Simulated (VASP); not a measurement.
Energy against volume of NiSi2 (fluorite). These are PBEsol GGA, VASP's PBE PAW potentials (set 64) (plane waves; VASP) values and carry that method's errors. Settings: 520 eV cut-off, 10×10×10 Γ-centred mesh, first-order Methfessel-Paxton smearing of 0.10 eV, potentials Si Ni.

```json
[
 {"V (Å³/atom)": "12.721", "E (eV/atom)": "-6.32216"},
 {"V (Å³/atom)": "13.114", "E (eV/atom)": "-6.32702"},
 {"V (Å³/atom)": "13.508", "E (eV/atom)": "-6.31985"},
 {"V (Å³/atom)": "13.901", "E (eV/atom)": "-6.30280"}
]
```

Question: Fit these four points and predict the energy of the run at 12.327 Å³/atom.

Answer: A cubic in V^(−2/3), the third-order Birch-Murnaghan form, passes through the four points with V0 = 13.06 Å³/atom and B0 = 166 GPa, and gives -6.3027 eV/atom there. The run gave -6.3032 eV/atom, -0.5 meV/atom from the fit; all five points give B0 = 164 GPa.

The compound is NiSi2 in the fluorite structure. It was relaxed first. The run is not spin-polarised, so no magnetic state was tried.
